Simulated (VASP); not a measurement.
```xyz
2
Lattice="0.0000 2.9546 2.9546 2.9546 0.0000 2.9546 2.9546 2.9546 0.0000" Properties=species:S:1:pos:R:3 pbc="T T T"
Cd     0.0000     0.0000     0.0000
S      1.4773     1.4773     1.4773
```

These are revTPSS meta-GGA, VASP's PBE PAW potentials (set 64) (plane waves; VASP) values and carry that method's errors. Settings: 520 eV cut-off, 8×8×8 Γ-centred mesh, Gaussian smearing of 0.050 eV, potentials Cd S.

Q: What does the run give for the energy per atom (σ→0), band gap (on the k-mesh) with the smallest direct gap where there is one?

A: 
```
Property                                     Value
-----------------------------------  -------------
band gap (on the k-mesh)                   1.20 eV
smallest direct gap (on the k-mesh)        1.20 eV
energy per atom (σ→0)                4.690 eV/atom
```

The compound is CdS in the zinc blende structure, a metastable form; wurtzite is the usual one. It was relaxed first.
